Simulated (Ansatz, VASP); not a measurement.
**Zr3SeS2 in VASP and in Ansatz**

File INCAR:

```
SYSTEM = Zr3SeS2
PREC = Accurate
ENCUT = 520
EDIFF = 1E-6
ISMEAR = 0
SIGMA = 0.1
LREAL = .False.
LASPH = .True.
NELM = 80
ALGO = Normal
ISIF = 2
LWAVE = .False.
LCHARG = .False.
GGA = PE
NBANDS = 36
```

File KPOINTS:

```
regular mesh
0
Gamma
  6 6 4
  0 0 0
```

Contents of POSCAR:

```
Zr3SeS2
1.0
    4.4104973000      0.0000000000      0.0000000000
   -2.2052486500      3.8196027000      0.0000000000
    0.0000000000      0.0000000000      7.1894536900
Zr Se S
3 1 2
Direct
    0.0000000000      0.0000000000      0.4756946300
    0.0000000000      0.0000000000      0.0467330700
    0.3333333300      0.6666666700      0.9471489200
    0.3333333300      0.6666666700      0.5387148300
    0.6666666700      0.3333333300      0.7301759100
    0.6666666700      0.3333333300      0.2615347200
```

Input for Ansatz:

```yaml
crystal:
  lattice:
    - [4.4104973, 0.0, 0.0]
    - [-2.20524865, 3.8196027, 0.0]
    - [0.0, 0.0, 7.18945369]
  atoms:
    - { symbol: Zr, position: [0.0, 0.0, 0.47569463] }
    - { symbol: Zr, position: [0.0, 0.0, 0.04673307] }
    - { symbol: Zr, position: [0.33333333, 0.66666667, 0.94714892] }
    - { symbol: Se, position: [0.33333333, 0.66666667, 0.53871483] }
    - { symbol: S, position: [0.66666667, 0.33333333, 0.73017591] }
    - { symbol: S, position: [0.66666667, 0.33333333, 0.26153472] }
basis:
  ecutwfc: 420
kpoints:
  mp_grid: { grid: [6, 6, 4] }
hamiltonian:
  xc: pbe
scf:
  occupations: { method: gaussian, width: 0.1 }
  lower_state_search: "off"
output:
  forces: true
  stress: true
  eigenvalues: true
```

Change from the starting cell: species swapped into the Lu2Ga3Cu type (P3m1, No. 156).

Alike in both runs: task single point; functional PBE; k mesh 6 × 6 × 4; occupations gaussian, width 0.1 eV; no spin polarisation.

|  | VASP | Ansatz |
| --- | --- | --- |
| version | VASP 6.6.1 | Ansatz 0.2.0 |
| potentials or method | VASP PAW PBE potentials, release 64 (Zr_sv, Se, S) | scalar-relativistic, plane waves, PAW |
| plane-wave cutoff (eV) | 520 | 420 |
| valence electrons in the cell | 54 | 64 |

Ansatz gave:

* gap on the k mesh at the Fermi level (eV): none
* pressure (GPa): 3.4
* largest component of the traceless stress (GPa): 7.88
* rms of the force components (eV/Å): 0.734

Task: What did VASP give for the same quantities?

Result: gap on the k mesh at the Fermi level (eV): none; pressure (GPa): 3.5; largest component of the traceless stress (GPa): 7.96; rms of the force components (eV/Å): 0.735.

Atom by atom the forces differ by 0.003 eV/Å (rms over components). A gap of «none» marks a metal or a gap that the smearing closes. The two sets of potentials don't hold the same shells in valence.

Caveats: forces of over 1 eV/Å show positions far from the minimum, so gaps and moduli don't describe the material at rest.
